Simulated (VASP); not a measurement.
A convergence study with VASP on ZrN (space group no. 225 when undisturbed): one setting is varied, all else stays as given below, so the limit is that of these other settings. One atom is moved off its site, so that forces are finite.

```
ZrN
1.0
    0.00000     2.28313     2.28313
    2.28313     0.00000     2.28313
    2.28313     2.28313     0.00000
Zr N
1 1
Direct
  0.01095   0.01095   0.98905
  0.50000   0.50000   0.50000
```

Method: PBE GGA, VASP's PBE PAW potentials (set 64) (plane waves; VASP). The tightest run used: 400 eV cut-off, 18×18×18 Γ-centred mesh, Gaussian smearing of 0.10 eV, potentials Zr_sv N.

The settings run are 2×2×2 mesh; 3×3×3 mesh; 4×4×4 mesh; 5×5×5 mesh; 6×6×6 mesh; 7×7×7 mesh; 8×8×8 mesh; 9×9×9 mesh; 10×10×10 mesh; 11×11×11 mesh; 13×13×13 mesh; 15×15×15 mesh; 16×16×16 mesh; 18×18×18 mesh. From which on does the stress (every component) stay within 0.2 GPa of the tightest run?

From 9×9×9 mesh on: it is off by 0.06 there and by no more than 0.2 in any finer run, while 8×8×8 mesh is off by 0.30.
```csv
setting,E (eV/atom),pressure (GPa),irreducible k-points,difference judged (GPa)
2×2×2 mesh,-10.1506,2.05,4,2.03
3×3×3 mesh,-10.0755,4.60,6,2.24
4×4×4 mesh,-10.1649,2.58,13,0.50
5×5×5 mesh,-10.1794,2.32,18,1.18
6×6×6 mesh,-10.1921,2.22,30,0.26
7×7×7 mesh,-10.1671,2.61,40,0.39
8×8×8 mesh,-10.1652,2.61,59,0.30
9×9×9 mesh,-10.1777,2.39,75,0.06
10×10×10 mesh,-10.1743,2.42,102,0.07
11×11×11 mesh,-10.1728,2.46,126,0.06
13×13×13 mesh,-10.1754,2.38,196,0.04
15×15×15 mesh,-10.1756,2.38,288,0.06
16×16×16 mesh,-10.1758,2.38,349,0.05
18×18×18 mesh,-10.1751,2.40,480,0.00
```

Left out are rungs that failed or repeat a setting and relaxations that didn't move; long series are thinned to 24 rows.

The structure is a typed ZrN crystal (space group no. 225). The cell was not relaxed at this level, it is distorted from the ideal structure. The electron count is odd and the run is not spin-polarised, which forces a metal.
